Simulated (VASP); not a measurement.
Al3InN4: single point with r2SCAN

Crystal: Al3InN4.

```
CELL_PARAMETERS angstrom
-2.28425 2.28425 4.52149
2.28425 -2.28425 4.52149
2.28425 2.28425 -4.52149
ATOMIC_POSITIONS crystal
Al 0.50000 0.50000 0.00000
Al 0.25000 0.75000 0.50000
Al 0.75000 0.25000 0.50000
In 0.00000 0.00000 0.00000
N 0.13885 0.13885 0.54825
N 0.59060 0.59060 0.45175
N 0.40940 0.86115 0.00000
N 0.86115 0.40940 0.00000
```

The cell was built by a generator and needn't be a form met in nature.

* Program: VASP 6.6.1
* Task: single point
* Functional: r2SCAN
* Potentials or basis: VASP PAW PBE potentials, release 64 (Al, In_d, N)
* Cutoff: 520 eV
* k mesh: 8 × 8 × 8
* Occupations: gaussian, width 0.03 eV
* Spin: no spin polarisation
* Further INCAR settings: ALGO = Normal; EDIFF = 1e-06; NBANDS = 31

The pressure is -4.4 GPa. The largest force is 0.049 eV/Å and the band gap on the k mesh is 2.90 eV, direct.

Forces on the atoms (eV/Å):
```
Al   0.000  0.000  0.000
Al   0.000  0.000  0.000
Al   0.000  0.000  0.000
In   0.000  0.000  0.000
N   -0.023 -0.023  0.036
N    0.023  0.023  0.036
N    0.023 -0.023 -0.036
N   -0.023  0.023 -0.036
```

Levels at points of the mesh, in eV from the valence-band top:
```tsv
k point	band 18	band 19	band 20	band 21	band 22	band 23	band 24	band 25
(0.00, 0.00, 0.00)	-1.86	-0.25	0.00	0.00	2.90	4.01	6.63	6.63
(0.50, 0.00, 0.00)	-1.55	-0.89	-0.67	-0.60	5.68	6.22	6.75	6.76
(0.50, 0.50, 0.00)	-0.81	-0.44	-0.20	-0.13	5.38	6.52	7.40	7.94
(0.50, 0.50, 0.50)	-1.56	-1.40	-0.55	-0.55	4.03	4.03	4.99	5.64
```

Run time: 9.6 min on 2 MPI ranks on Intel(R) Xeon(R) Platinum 8259CL CPU @ 2.50GHz (Skylake/Cascade Lake) (shared host), peak memory 0.37 GiB a rank.

Caveat: the PAW data sets were made with another functional, which shifts forces and pressure a little; spin-orbit coupling is left out, which moves the levels of the heavy elements. A k mesh can miss the band edges.
